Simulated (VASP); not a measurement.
Consider the following.

```
Cr2O3
1.0
    4.77816    -2.42676     0.04085
    4.77816     2.42676     0.04085
    3.51137     0.00000     4.04869
Cr O
4 6
Direct
  0.84408   0.84408   0.84408
  0.34408   0.34408   0.34408
  0.15592   0.15592   0.15592
  0.65592   0.65592   0.65592
  0.43541   0.06459   0.75000
  0.06459   0.75000   0.43541
  0.56459   0.93541   0.25000
  0.25000   0.56459   0.93541
  0.93541   0.25000   0.56459
  0.75000   0.43541   0.06459
```
Starting moments (μB, in the order of the record's atoms Cr Cr Cr Cr O O O O O O): -2.5 -2.5 2.5 2.5 0.0 0.0 0.0 0.0 0.0 0.0.

All values below come from PBEsol GGA, VASP's PBE PAW potentials (set 64) (plane waves; VASP 6.6.1). Run with 520 eV cut-off, 6×6×6 Γ-centred mesh, tetrahedra with Blöchl corrections, potentials Cr_pv O.

The cores are frozen, which limits the accuracy of field gradients.

Question: Give the principal components of the electric field gradient (V/Å²) and the asymmetry η at each nucleus.

Answer: 
```
atom   Vxx   Vyy    Vzz     η
----  ----  ----  -----  ----
Cr1    2.6   2.6   -5.2  0.00
Cr2    2.6   2.6   -5.2  0.00
Cr3    2.6   2.6   -5.2  0.00
Cr4    2.6   2.6   -5.2  0.00
O5    27.4  14.0  -41.3  0.33
O6    27.4  14.0  -41.3  0.33
O7    27.4  14.0  -41.3  0.33
O8    27.4  14.0  -41.3  0.33
O9    27.4  14.0  -41.3  0.33
O10   27.4  14.0  -41.3  0.33
```

The compound is Cr2O3 in the corundum structure. It was relaxed first.
